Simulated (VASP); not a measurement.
# Lattice vibrations of TiTe2

How does the lattice of TiTe2 vibrate? The start is a cell from a database of measured crystal structures.

Main program and level: VASP 6.6.1; LDA, no spin polarisation; plane waves and PAW (Te, Ti_sv).

Report form: the programs' logs are mostly left out.

### 1. Set-up

It takes space group P-3m1 (No. 164, trigonal). The conventional cell has a = 3.777 Å, b = 3.777 Å, c = 6.498 Å, α = 90.00°, β = 90.00°, γ = 120.00°. Nearest to Te lie 3 Ti at 2.77 Å. Nearest to Ti lie 6 Te at 2.77 Å. Farther neighbours and most contacts between anions are not listed.

As a file:

```xyz
3
Lattice="3.7770 0.0000 0.0000 -1.8885 3.2710 0.0000 0.0000 0.0000 6.4980" Properties=species:S:1:pos:R:3 pbc="T T T"
Te    0.0000    2.1807    4.7903
Te    1.8885    1.0903    1.7077
Ti    0.0000    0.0000    0.0000
```

### 2. Relax the host

The later steps need the crystal at this functional's own lattice; a raised cutoff keeps the stress reliable while the cell changes.

INCAR

```
SYSTEM = TiTe2
PREC = Accurate
ENCUT = 360
EDIFF = 1E-06
NELM = 120
ISMEAR = 0
SIGMA = 0.05
LREAL = .FALSE.
ALGO = Normal
GGA = CA
NBANDS = 18
LASPH = .TRUE.
LORBIT = 11
LWAVE = .FALSE.
LCHARG = .FALSE.
KPAR = 4
IBRION = 2
NSW = 40
ISIF = 3
EDIFFG = -0.02
POTIM = 0.4
```

POSCAR

```
TiTe2
1.0
    3.7770000000      0.0000000000      0.0000000000
   -1.8885000000      3.2709779501      0.0000000000
    0.0000000000      0.0000000000      6.4980000000
Te Ti
2 1
Direct
    0.3333333333      0.6666666667      0.7372000000
    0.6666666667      0.3333333333      0.2628000000
    0.0000000000      0.0000000000      0.0000000000
```

KPOINTS

```
Automatic mesh
0
Gamma
6 6 3
0 0 0
```

The projector-augmented-wave data sets are Te and Ti_sv (LDA family, release 64).

Started as:

```bash
$ mpirun -np 4 vasp_std
```

Run time: 15 s. Hardware: 4 MPI ranks of Intel Xeon Platinum 8488C (Sapphire Rapids), shared host; peak memory 0.6 GiB; 50 s of CPU time.

This run has no spin polarisation, so a moment on Ti, if there is one, isn't seen. The k-mesh is coarse for a metal. After so large a change of volume the plane waves of the start cell no longer fit, so the final stress carries a basis-set error. The run keeps the 12 symmetry operations of its start, so it cannot find a distortion of lower symmetry.

Step by step:

```
step  energy less that of the first step (eV)  largest force (eV/Å)  pressure (GPa)  volume (Å³)
   1                                   0.0000                0.3471           -4.31        80.28
   2                                  -0.0527                0.5520            2.12        73.77
   3                                  -0.0677                0.2467           -0.17        75.75
   4                                  -0.0719                0.1936           -0.15        75.36
   5                                  -0.0772                0.0310            0.03        74.21
   6                                  -0.0801                0.0078            0.01        73.95
   7                                  -0.0809                0.0149            0.01        73.71
```

```
conventional cell, symmetrised  before  after  change
                         a (Å)   3.777  3.686  -2.4 %
                         b (Å)   3.777  3.686  -2.4 %
                         c (Å)   6.498  6.264  -3.6 %
              volume (Å³/atom)   26.76  24.57  -8.2 %
```

The atoms that moved most (Å, as changes of fractional coordinates times the final cell):

```
atom     dx     dy      dz  length
 Te2  0.000  0.000   0.042   0.042
 Te1  0.000  0.000  -0.042   0.042
```

Final coordinates:

```
Te Ti
1.0
     3.68607    0.00000    0.00000
    -1.84304    3.19223    0.00000
     0.00000    0.00000    6.26438
Te Ti
2 1
Cartesian
  0.0000 2.1282 4.5764
  1.8430 1.0641 1.6880
  0.0000 0.0000 0.0000
```

This step gave:

```yaml
electronic_cycles: 72
electrons: 24
free_energy_toten: -18.35 eV
energy_at_zero_smearing: -18.35 eV
fermi_energy: 7.688 eV
pressure: 0.01285 GPa
labelled_metallic_from_the_levels_on_this_mesh: yes
```

The run ended after 7 ionic steps, 0.081 eV below its first step, once forces and stress met EDIFFG = -0.02.

### 3. Relax the host again, on a new basis

The volume changed by more than 5 %, so the plane waves of the start no longer fit; a second relaxation removes that error.

INCAR: that of step 2 with these lines changed.

```diff
@@ -17,3 +17,3 @@
 IBRION = 2
-NSW = 40
+NSW = 30
 ISIF = 3
```

POSCAR

```
TiTe2
1.0
    3.6860730540      0.0000000000      0.0000000000
   -1.8430365270      3.1922329050      0.0000000000
    0.0000000000      0.0000000000      6.2643837595
Te Ti
2 1
Direct
    0.3333333333      0.6666666667      0.7305460205
    0.6666666667      0.3333333333      0.2694539795
    0.0000000000      0.0000000000      0.0000000000
```

KPOINTS is that of step 2.

Started as:

```bash
$ mpirun -np 4 vasp_std
```

Elapsed: 3.4 s, on 4 MPI ranks; peak memory 0.54 GiB; 9.7 s of CPU time.

Little changed from the start: no atom moved by 0.005 Å and no cell edge by 0.1 %.

Numbers from this step:

```yaml
electronic_cycles: 15
free_energy_toten: -18.34 eV
energy_at_zero_smearing: -18.34 eV
fermi_energy: 7.690 eV
pressure: -0.02303 GPa
```

The start already met the threshold, so nothing moved.

### 4. Tight relaxation

Force constants are second derivatives, so residual forces and stress must first be far smaller than in an ordinary relaxation. Smearing, mesh and cutoff differ from the relaxation before, which can move the cell too.

INCAR

```
SYSTEM = TiTe2
PREC = Accurate
ENCUT = 350
EDIFF = 1E-08
NELM = 120
ISMEAR = 1
SIGMA = 0.2
LREAL = .FALSE.
ALGO = Fast
GGA = CA
NBANDS = 18
LASPH = .TRUE.
LORBIT = 11
LWAVE = .FALSE.
LCHARG = .FALSE.
KPAR = 4
IBRION = 1
NSW = 30
ISIF = 3
EDIFFG = -0.002
POTIM = 0.4
```

POSCAR is that of step 3.

KPOINTS

```
Automatic mesh
0
Gamma
10 10 6
0 0 0
```

Started as:

```bash
$ mpirun -np 4 vasp_std
```

Run time: 71 s. Hardware: 4 MPI ranks; peak memory 0.71 GiB.

Step by step:

```
step  energy less that of the first step (eV)  largest force (eV/Å)  pressure (GPa)  volume (Å³)
   1                                   0.0000                0.0997            0.11        73.71
   2                                  -0.0019                0.0194           -0.22        73.85
   3                                  -0.0027                0.0339            0.06        73.53
   4                                  -0.0030                0.0023            0.00        73.47
   5                                  -0.0030                0.0004            0.00        73.48
```

```
conventional cell, symmetrised  before  after  change
                         a (Å)   3.686  3.664  -0.6 %
                         b (Å)   3.686  3.664  -0.6 %
                         c (Å)   6.264  6.318  +0.9 %
              volume (Å³/atom)   24.57  24.49  -0.3 %
```

The relaxed structure:

```xyz
3
Lattice="3.6645 0.0000 0.0000 -1.8322 3.1735 0.0000 0.0000 0.0000 6.3182" Properties=species:S:1:pos:R:3 pbc="T T T"
Te    0.0000    2.1157    4.6089
Te    1.8322    1.0578    1.7093
Ti    0.0000    0.0000    0.0000
```

This step gave:

```
electronic cycles : 124
Fermi energy      : 7.767 eV
pressure          : 0.002877 GPa
```

The run ended after 5 ionic steps, 0.003 eV below its first step, once forces and stress met EDIFFG = -0.002.

### 5. Force constants in the supercell

System of this step: TiTe2. The cell holds 54 atoms: 36 Te and 18 Ti. Cell: a = 10.993 Å, b = 10.993 Å, c = 12.636 Å, α = 90.0°, β = 90.0°, γ = 120.0°. It derives from TiTe2.

Each independent atom is moved by 0.015 Å both ways; the forces give the force constants out to half the supercell.

INCAR

```
SYSTEM = TiTe2
PREC = Accurate
ENCUT = 350
EDIFF = 1E-07
NELM = 120
ISMEAR = 1
SIGMA = 0.2
LREAL = Auto
ALGO = Fast
GGA = CA
NBANDS = 256
LASPH = .TRUE.
LWAVE = .FALSE.
LCHARG = .FALSE.
KPAR = 4
IBRION = 6
NSW = 1
NFREE = 2
POTIM = 0.015
ISIF = 0
ADDGRID = .TRUE.
```

POSCAR

```
TiTe2
1.0
   10.9933595346      0.0000000000      0.0000000000
   -5.4966797673      9.5205286299      0.0000000000
    0.0000000000      0.0000000000     12.6363737680
Te Ti
36 18
Direct
    0.1111111111      0.2222222222      0.3647299723
    0.1111111111      0.2222222222      0.8647299723
    0.1111111111      0.5555555556      0.3647299723
    0.1111111111      0.5555555556      0.8647299723
    0.1111111111      0.8888888889      0.3647299723
    0.1111111111      0.8888888889      0.8647299723
    0.4444444444      0.2222222222      0.3647299723
    0.4444444444      0.2222222222      0.8647299723
    0.4444444444      0.5555555556      0.3647299723
    0.4444444444      0.5555555556      0.8647299723
    0.4444444444      0.8888888889      0.3647299723
    0.4444444444      0.8888888889      0.8647299723
    0.7777777778      0.2222222222      0.3647299723
    0.7777777778      0.2222222222      0.8647299723
    0.7777777778      0.5555555556      0.3647299723
    0.7777777778      0.5555555556      0.8647299723
    0.7777777778      0.8888888889      0.3647299723
    0.7777777778      0.8888888889      0.8647299723
    0.2222222222      0.1111111111      0.1352700277
    0.2222222222      0.1111111111      0.6352700277
    0.2222222222      0.4444444444      0.1352700277
    0.2222222222      0.4444444444      0.6352700277
    0.2222222222      0.7777777778      0.1352700277
    0.2222222222      0.7777777778      0.6352700277
    0.5555555556      0.1111111111      0.1352700277
    0.5555555556      0.1111111111      0.6352700277
    0.5555555556      0.4444444444      0.1352700277
    0.5555555556      0.4444444444      0.6352700277
    0.5555555556      0.7777777778      0.1352700277
    0.5555555556      0.7777777778      0.6352700277
    0.8888888889      0.1111111111      0.1352700277
    0.8888888889      0.1111111111      0.6352700277
    0.8888888889      0.4444444444      0.1352700277
    0.8888888889      0.4444444444      0.6352700277
    0.8888888889      0.7777777778      0.1352700277
    0.8888888889      0.7777777778      0.6352700277
    0.0000000000      0.0000000000      0.0000000000
    0.0000000000      0.0000000000      0.5000000000
    0.0000000000      0.3333333333      0.0000000000
    0.0000000000      0.3333333333      0.5000000000
    0.0000000000      0.6666666667      0.0000000000
    0.0000000000      0.6666666667      0.5000000000
    0.3333333333      0.0000000000      0.0000000000
    0.3333333333      0.0000000000      0.5000000000
    0.3333333333      0.3333333333      0.0000000000
    0.3333333333      0.3333333333      0.5000000000
    0.3333333333      0.6666666667      0.0000000000
    0.3333333333      0.6666666667      0.5000000000
    0.6666666667      0.0000000000      0.0000000000
    0.6666666667      0.0000000000      0.5000000000
    0.6666666667      0.3333333333      0.0000000000
    0.6666666667      0.3333333333      0.5000000000
    0.6666666667      0.6666666667      0.0000000000
    0.6666666667      0.6666666667      0.5000000000
```

KPOINTS

```
Automatic mesh
0
Gamma
3 3 3
0 0 0
```

Started as:

```bash
$ mpirun -np 4 vasp_std
```

The job ended after 3.2 h (4 MPI ranks; peak memory 12 GiB).

The run was stopped at its time limit, so it gives no result of its own.

### 6. Results

| Property | Result |
| --- | --- |
| result | none |

**Reading.** The session ends without its result: «force constants in the supercell» met its time limit.

[Lines on the potential files, build, host, timing and source positions are cut from VASP's logs without a mark.]

[Logs are printed without paths, hosts, clocks, repeated set-up lines and the standing remarks that a program may print on its own settings, such as how far it seeks lower states.]

[Hosts, paths, dates, database ids (printed as entryN), source tags and the programs' standing remarks are cut or masked in the printed files.]

[Runs that stopped without an error message from VASP are left out.]
